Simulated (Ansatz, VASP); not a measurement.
# Cross-check of TiC between VASP and Ansatz, part 2 of 2

Wanted: the spread between two codes on one cell, functional and k mesh. The cell is taken from a series of VASP runs on this material, whose earlier steps may have relaxed, scaled or displaced it; both programs get it as it stands.

VASP 6.6.1 and Ansatz 0.2.0.

So far: Set-up; VASP: zone-centre phonons, PBE.

### Step 3. Ansatz: zone-centre phonons, PBE

Level of this step: Ansatz beside VASP: Kohn-Sham DFT, plane waves, PBE (Ansatz).

Ansatz runs on its default PAW (the set named soft_2) files.

The same cell, functional, mesh and smearing now go to Ansatz, which takes its cutoff from its data sets.

input.yaml reads:

```yaml
crystal:
  lattice:
    - [0.0, 2.1671073813, 2.1671073813]
    - [2.1671073813, 0.0, 2.1671073813]
    - [2.1671073813, 2.1671073813, 0.0]
  atoms:
    - { symbol: Ti, position: [0.5, 0.5, 0.5] }
    - { symbol: C, position: [0.0, 0.0, 0.0] }
hamiltonian:
  xc: pbe
  pseudopotentials: { kind: paw }
kpoints:
  mp_grid: { grid: [14, 14, 14] }
scf:
  occupations: { method: gaussian, width: 0.05 }
phonons:
  method: dfpt
  qpoints: [[0, 0, 0]]
```

Command:

```bash
> ansatz run input.yaml --threads 4 --pin off --max-ram 9216MiB --backend cpu --events-out ev --progress --plain --runs-dir out
```

Numbers of over 12 decimals in the logs are rounded to 6 here.

What it wrote:

```text
Engine: ansatz 0.2.0, aarch64-unknown-linux-gnu
Pseudopotentials: kind: paw
Pseudopotential: Ti, paw, valence charge 12, recommended cutoff 420 eV (normal), Ti.paw.azcp
Pseudopotential: C, paw, valence charge 4, recommended cutoff 420 eV (normal), C.paw.azcp
Functional definition: PBE
  parameter kappa = 0.804
  parameter beta = 0.066725
  exchange = pbe_x(kappa = kappa, mu = beta*pi^2/3)
  correlation = pbe_c(beta = beta)
Crystal: 2 atoms, lattice volume = 20.355 Å³
Basis set: ecut = 420 eV, 411 PW (Γ), exchange–correlation on 48×48×48 points (8 copies of the dense FFT grid, shifted against one another)
Bands: 12, of which v1, the nominal top of the filled ones, is band 8 counted from 1 (7 counted from 0)
Symmetry: 48 space group operations
k-points: 244 of 2744 (irreducible under 8 space group operations, time reversal used)
Non-local potential: Ti, projectors of the file, l = 0: 3, l = 1: 2, l = 2: 3, l = 3: 1
Non-local potential: C, projectors of the file, l = 0: 2, l = 1: 2, l = 2: 1
PAW form: soft (Blöchl's): semilocal exchange-correlation on the pseudo side does not see the compensation charge
PAW one-centre angular grid: Ti, 590 points (default); XC on 64 Gauss nodes
PAW one-centre angular grid: C, 110 points (default); XC on 64 Gauss nodes
Initial density: superposition of atomic densities (neutral atoms: chi_scale 0, normalization atom), corrected by the library's trained network
Initial wavefunctions: pseudopotential atomic-orbital guess
Functional: x = pbe(κ = 0.804, μ = 0.219515), c = pbe(β = 0.066725)
SCF iter   1: F=—  HF=-2752.272491 eV  |F-HF|=—  |Δ(HF+E_count)|=         —  Δρ=3.78e-3  dr2=1.93e-3  ethr=1.77e-3  ⟨swp⟩=4.3  Hψ=14565  notcnv=0
preconditioner: auto → none  [metal: Δε(μ)=0.031 eV  Ē_g=7.847 eV  σ=0.050 eV  W_gap=0.31  n_scr=8 (ndim 8)  ℏωp=23.3 eV  f_vac=0.000  D(μ)=0.32/eV (n_scr^D=0)  sad-step TF]
SCF iter   2: F=—  HF=-2752.272055 eV  |F-HF|=—  |Δ(HF+E_count)|=   4.36e-4  Δρ=2.35e-3  dr2=8.69e-4  ethr=1.21e-5  ⟨swp⟩=1.0  Hψ=4880  notcnv=0
SCF iter   3: F=—  HF=-2752.271956 eV  |F-HF|=—  |Δ(HF+E_count)|=   9.83e-5  Δρ=1.69e-4  dr2=2.23e-6  ethr=5.43e-6  ⟨swp⟩=2.0  Hψ=3350  notcnv=0
SCF iter   4: F=—  HF=-2752.271958 eV  |F-HF|=—  |Δ(HF+E_count)|=   1.59e-6  Δρ=3.08e-5  dr2=9.49e-8  ethr=1.39e-8  ⟨swp⟩=2.1  Hψ=4587  notcnv=0
SCF iter   5: F=—  HF=-2752.271959 eV  |F-HF|=—  |Δ(HF+E_count)|=   4.74e-7  Δρ=5.66e-6  dr2=4.72e-9  ethr=5.93e-10  ⟨swp⟩=2.0  Hψ=4715  notcnv=0
SCF iter   6: F=—  HF=-2752.271959 eV  |F-HF|=—  |Δ(HF+E_count)|=  7.67e-10  Δρ=1.15e-6  dr2=2.54e-10  ethr=2.95e-11  ⟨swp⟩=2.0  Hψ=3905  notcnv=0
SCF iter   7: F=-2752.271959 eV  HF=-2752.271959 eV  |F-HF|=2.27e-12  |Δ(HF+E_count)|=  6.05e-11  Δρ=1.64e-7  dr2=3.09e-12  ethr=1.00e-12  ⟨swp⟩=3.8  Hψ=12011  notcnv=0
SCF 1 converged in 7 iterations: F = -2752.271959 eV  dr2 = 3.09e-12
  greatest PAW one-centre occupation: 0.999 electrons in one spin orbital (limit 2), on the Ti atom at site 0 (counted from 0), in its partial waves of l = 0
DFPT response loops at Γ: preconditioner auto → Kerker (q_TF=auto, 2.621 Å⁻¹) (partly filled bands, converged f_vac=0.000); β = 1.00, the filter's whole step (`scf.mixing.beta` (0.50) is not read by the response loops under this deck's `scf.mixing.preconditioner`; to damp them name `kerker` or `kerker_dos`, under which they read `scf.mixing.beta`, and type it under 1.00, their step now; both keys bind the ground state too); Broyden in place of MSR1
SCF converged after 7 iterations
Free energy (F): -2752.271959 eV
Harris-Foulkes:  -2752.271959 eV  (|F-HF|=2.27e-12)
Internal energy: -2752.271565 eV  (E = F + TS)
E sigma→0 (E₀):  -2752.271762 eV
Entropy (-TS):   -0.000394 eV (-0.197 meV/atom)
Fermi energy:    14.661679 eV
--- Per-component energies (eV) ---
  E_band       = -111.446254
  E_kinetic    = 362.223100
  E_local      = -776.565367  (includes V_loc(G=0)·N_el)
  E_nonlocal   = 31.952601
  E_hartree    = 315.103703
  E_xc         = -147.388564
  E_vxc        = -184.058452  (∫ρ·V_xc dr)
  E_paw        = -1145.225970  (= ΣΔE_a)
  E_vpaw       = -175.205699  (= ΣTr[D̂ρ^β])
  E_aug_tail   = 0.000152  (compensation charges beyond the density's cutoff)
  E_ewald      = -1392.371221
  E_smearing   = -0.000394  (= −TS)
  E_closure    = 0.000000  (closes the sum)
  Σ components = -2752.271959   (vs F -2752.271959, Δ=0.00e0)
--- Band table (eV; the first three rows and the last of 244) ---
  k-point 0: bands = [... 4 lower, 2.2697, 15.3590, 15.3590, 15.3590, 16.3339, 16.3339, 16.3339, 16.3814]
  k-point 1: bands = [... 4 lower, 2.3852, 14.8029, 15.0546, 15.0546, 15.6750, 15.6750, 16.6255, 17.5126]
  k-point 2: bands = [... 4 lower, 2.7221, 13.7505, 14.1532, 14.1532, 15.8430, 15.8430, 16.9913, 18.7298]
  k-point 243: bands = [... 4 lower, 5.1111, 11.4108, 11.6744, 12.0615, 17.0714, 17.7473, 18.1842, 19.5626]
--- Phonons (Γ-DFPT): 2 representative perturbations + reference, on 244 of 2744 k-points (Σ response iterations 6) ---
  k mesh reduced under 8 symmetry operations, with k and −k counted as one. Each operation leaves every solved perturbation unchanged. A smaller set is not used because it would not reduce the number of displacements times k-points to solve
  ASR residual: 7.138e-5 → 0.000e0 eV/Å²; symmetrization residual: 4.026e-7 eV/Å²
  ASR residual per site (eV/Å²): 7.14e-5 6.27e-5
  Γ frequencies (cm⁻¹): 0.00 0.00 0.00 512.16 512.16 512.16
  non-analytic LO–TO correction: not included (Born effective charges unavailable; polar crystals: no LO–TO splitting at Γ)
--- Phonons (arbitrary-q DFPT): 1 explicit q-point ---
  q = [0, 0, 0] (of the zone-centre solve; hermiticity 8.69e-8, symmetrization 8.25e-14): -0.00 0.00 0.00 512.16 512.16 512.16
  sum rule: each row above includes the acoustic sum rule's correction from the zone centre's row sums; it moved no ω² by more than (1.19 cm⁻¹)²
```

Wall time 4.2 s (4 threads of Arm Neoverse V2, shared host); peak memory 0.48 GiB; 15 s of CPU time.

### Step 4. Side by side

Known differences besides the potentials themselves: the cutoff is 420 eV in Ansatz and 520 eV in VASP. Total energies have different zeros and are not compared.

Both answers:

```csv
quantity,Ansatz,VASP,difference
optical mode 1 to 3 (cm⁻¹),512.2,513.2,-0.19 %
```

Modes are paired by rising frequency and degeneracy, not by their patterns, so a pair may still set unlike modes beside each other.

### Step 5. Further runs

Further runs change the set-up of one program: Ansatz's method, potentials or start, or VASP's data sets, cutoff or form of LDA. The table gives Ansatz less VASP for each quantity, since a change that brings one quantity closer may part another.

```csv
run,optical mode 1 to 3 (%)
as above,-0.19
Ansatz's all-electron LAPW method,-0.012
```

### Step 6. Summary of results

- r.m.s. difference of the optical zone-centre modes, each program's sorted by frequency (zone-centre phonons, PBE): 0.99 cm⁻¹

The r.m.s. difference of the optical zone-centre modes, each program's sorted by frequency is 0.99 cm⁻¹ (zone-centre phonons, PBE). Zone-centre phonons, PBE, Ansatz's all-electron LAPW method: the difference in optical mode 1 to 3 goes from -0.19 to -0.012 %. Such differences can come from data sets, numerical settings and the points named under the comparisons, not from the functional's error against experiment.

[Lines on the potential files, build, host, timing and source positions are cut from VASP's logs without a mark.]

[Logs are printed without paths, hosts, clocks, repeated set-up lines and the standing remarks that a program may print on its own settings, such as how far it seeks lower states.]

[Hosts, paths, dates, database ids (printed as entryN), source tags and the programs' standing remarks are cut or masked in the printed files.]
